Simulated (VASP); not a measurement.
These are PBEsol GGA, VASP's PBE PAW potentials (set 64) (plane waves; VASP) values and carry that method's errors.

A VASP calculation is set up with these files.

File KPOINTS:
```
Automatic mesh
0
Gamma
9 9 13
0 0 0
```

### POSCAR
```
Ir
1
    4.3397851531     0.0000000000     0.0000000000
   -2.1698925765     3.7583634622    -0.0000000000
   -0.0000000000     0.0000000000     2.6688345361
Ir
3
Direct
  0.0000000000   0.0000000000   0.0000000000
  0.3333330000   0.6666670000   0.5000000000
  0.6666670000   0.3333330000   0.5000000000
```

### INCAR
```
SYSTEM  =  Ir
PREC  =  Accurate; ENCUT  =  400; LREAL  =  F
LASPH  =  T
EDIFF  =  1E-7; NELM  =  100; ALGO  =  Normal
LMAXMIX  =  6
ISMEAR  =  -5
GGA  =  PS
ISIF  =  2
LWAVE  =  F; LCHARG  =  T; LORBIT  =  11
NEDOS  =  601
LEFG  =  T
```

POTCAR, in this order: Ir (PBE.64 set). Program: vasp_std.

Output

**OUTCAR**
```
 ion  position               nearest neighbor table
   1  0.000  0.000  0.000-   2 2.84   3 2.84   2 2.84   3 2.84   2 2.84   2 2.84   3 2.84   3 2.84
                             3 2.84   3 2.84   2 2.84   2 2.84
   2  0.333  0.667  0.500-   3 2.51   3 2.51   3 2.51   1 2.84   1 2.84   1 2.84   1 2.84   1 2.84
                             1 2.84
   3  0.667  0.333  0.500-   2 2.51   2 2.51   2 2.51   1 2.84   1 2.84   1 2.84   1 2.84   1 2.84
                             1 2.84
  LATTYP: Found a hexagonal cell.
 ALAT       =     4.3397851531
 C/A-ratio  =     0.6149692766
 Subroutine PRICEL returns:
 Original cell was already a primitive cell.
 Subroutine GETGRP returns: Found 24 space group operations
The static configuration has the point symmetry D_6h.
The dynamic configuration has the point symmetry D_6h.
 Subroutine INISYM returns: Found 24 space group operations
 Subroutine IBZKPT returns following result:
 Found     84 irreducible k-points:

 Following reciprocal coordinates:
            Coordinates               Weight
  0.000000  0.000000  0.000000      1.000000
  0.111111  0.000000  0.000000      6.000000
  0.222222  0.000000  0.000000      6.000000
  0.333333  0.000000  0.000000      6.000000
  0.444444  0.000000  0.000000      6.000000
  0.111111  0.111111  0.000000      6.000000
  0.222222  0.111111  0.000000     12.000000
  0.333333  0.111111  0.000000     12.000000
  0.444444  0.111111  0.000000      6.000000
  0.222222  0.222222  0.000000      6.000000
  0.333333  0.222222  0.000000     12.000000
  0.333333  0.333333  0.000000      2.000000
  0.000000  0.000000  0.076923      2.000000
  0.111111  0.000000  0.076923     12.000000
  0.222222  0.000000  0.076923     12.000000
  0.333333  0.000000  0.076923     12.000000
  0.444444  0.000000  0.076923     12.000000
  0.111111  0.111111  0.076923     12.000000
  0.222222  0.111111  0.076923     24.000000
...
```

### OSZICAR
```
       N       E                     dE             d eps       ncg     rms          rms(c)
DAV:   1     0.223361817595E+03    0.22336E+03   -0.10383E+04  2872   0.124E+03
DAV:   2    -0.156372948182E+02   -0.23900E+03   -0.23320E+03  2905   0.415E+02
DAV:   3    -0.296484181423E+02   -0.14011E+02   -0.13345E+02  3916   0.941E+01
DAV:   4    -0.301726998350E+02   -0.52428E+00   -0.51319E+00  3478   0.179E+01
DAV:   5    -0.301835405127E+02   -0.10841E-01   -0.10892E-01  3435   0.213E+00    0.266E+01
DAV:   6    -0.287135507732E+02    0.14700E+01   -0.35824E+00  3517   0.210E+01    0.113E+01
DAV:   7    -0.290149989878E+02   -0.30145E+00   -0.60745E+00  4255   0.259E+01    0.854E+00
DAV:   8    -0.283980800223E+02    0.61692E+00   -0.40323E+00  4164   0.185E+01    0.202E+00
DAV:   9    -0.283874084892E+02    0.10672E-01   -0.54492E-02  3065   0.268E+00    0.416E-01
DAV:  10    -0.283872924150E+02    0.11607E-03   -0.21216E-03  3854   0.519E-01    0.516E-02
DAV:  11    -0.283872909752E+02    0.14398E-05   -0.70090E-05  3356   0.781E-02    0.221E-02
DAV:  12    -0.283872928750E+02   -0.18998E-05   -0.40516E-06  3897   0.214E-02    0.724E-03
DAV:  13    -0.283872923638E+02    0.51114E-06   -0.36475E-07  1905   0.599E-03    0.188E-03
DAV:  14    -0.283872918512E+02    0.51266E-06   -0.62688E-08  1578   0.309E-03    0.329E-04
DAV:  15    -0.283872919765E+02   -0.12533E-06   -0.18588E-08  1527   0.172E-03    0.310E-04
DAV:  16    -0.283872919912E+02   -0.14741E-07   -0.50384E-09  1505   0.825E-04
   1 F= -.28387292E+02 E0= -.28387292E+02  d E =0.000000E+00
```

OUTCAR:
```
------------------------ aborting loop because EDIFF is reached ----------------------------------------
  FORCE on cell =-STRESS in cart. coord.  units (eV):
  Direction    XX          YY          ZZ          XY          YZ          ZX
  --------------------------------------------------------------------------------------
  Total       -0.0658412     -0.0658412      0.1660715     -0.0000000      0.0000000     -0.0000000
  in kB       -2.4233709     -2.4233699      6.1124760     -0.0000000      0.0000000     -0.0000000
  external PRESSURE =       0.4219117 kB  Pullay stress =       0.0000000 kB
  volume of cell :       43.53
      direct lattice vectors                 reciprocal lattice vectors
     4.339785153  0.000000000  0.000000000     0.230426154  0.133036628  0.000000000
    -2.169892577  3.758363462  0.000000000     0.000000000  0.266073255  0.000000000
     0.000000000  0.000000000  2.668834536     0.000000000  0.000000000  0.374695391
 POSITION                                       TOTAL-FORCE (eV/Angst)
 -----------------------------------------------------------------------------------
      0.00000      0.00000      0.00000         0.000000      0.000000      0.000000
     -0.00000      2.50558      1.33442         0.000000      0.000000      0.000000
      2.16989      1.25279      1.33442        -0.000000      0.000000      0.000000
 -----------------------------------------------------------------------------------
    total drift:                                0.000000     -0.000000      0.000000
  FREE ENERGIE OF THE ION-ELECTRON SYSTEM (eV)
  ---------------------------------------------------
  free  energy   TOTEN  =       -28.3872919912 eV

  energy  without entropy=      -28.3872919912  energy(sigma->0) =      -28.38729199

 total charge

# of ion       s       p       d       tot
------------------------------------------
    1        0.622   0.658   6.930   8.210
    2        0.697   0.732   6.997   8.426
    3        0.697   0.732   6.997   8.426
--------------------------------------------------
tot          2.017   2.122  20.925  25.063

 Electric field gradients after diagonalization (V/A^2)
 (convention: |V_zz| > |V_xx| > |V_yy|)
----------------------------------------------------------------------
 ion       V_xx      V_yy      V_zz     asymmetry (V_yy - V_xx)/ V_zz
----------------------------------------------------------------------
   1      56.126    56.124  -112.250       0.000
   2     -32.614   -32.612    65.226       0.000
   3     -32.614   -32.612    65.226       0.000
```
(Selected blocks of OUTCAR.)

### OUTCAR
```
 val. band max:        9.8390827735   @ k =   0.3333   0.1111   0.0769

 cond. band min:       9.7272463104   @ k =   0.3333   0.3333   0.1538


 Fermi energy:         9.8120925854

 k-point     1 :       0.0000    0.0000    0.0000
  band No.  band energies     occupation
      1      -1.1018      2.00000
      2       2.6178      2.00000
      3       4.9136      2.00000
      4       5.2120      2.00000
      5       5.2121      2.00000
      6       5.2258      2.00000
      7       5.2258      2.00000
      8       5.7029      2.00000
      9       6.7262      2.00000
     10       6.7262      2.00000
     11       7.7770      2.00000
     12       7.7771      2.00000
     13       7.8114      2.00000
     14       7.8114      2.00000
     15      11.0162      0.00000
     16      11.0162      0.00000
     17      15.8732      0.00000

 k-point     2 :       0.1111    0.0000    0.0000
  band No.  band energies     occupation
      1      -0.9096      2.00000
      2       2.6737      2.00000
      3       4.2594      2.00000
      4       4.7128      2.00000
      5       4.7578      2.00000
      6       5.5030      2.00000
      7       5.9518      2.00000
      8       6.0517      2.00000
      9       6.6052      2.00000
     10       6.9247      2.00000
     11       7.3312      2.00000
     12       7.4004      2.00000
     13       8.3181      2.00000
     14       8.3726      2.00000
     15      10.7357      0.00000
     16      10.9741      0.00000
     17      15.5514      0.00000

 k-point     3 :       0.2222    0.0000    0.0000
  band No.  band energies     occupation
      1      -0.3571      2.00000
      2       2.7170      2.00000
      3       3.4712      2.00000
      4       4.2716      2.00000
      5       4.4296      2.00000
      6       5.3909      2.00000
      7       6.2793      2.00000
      8       6.2865      2.00000
      9       6.9024      2.00000
     10       6.9587      2.00000
     11       7.2498      2.00000
...
```

For a metal the tetrahedron method with Blöchl corrections gives inexact stress and forces. Unless said otherwise, spin-orbit coupling is left out, though it shifts the bands of the heavy elements here.

The structure was generated: Ir was put into the omega type (P6/mmm), which need not be its known phase. It was relaxed first.
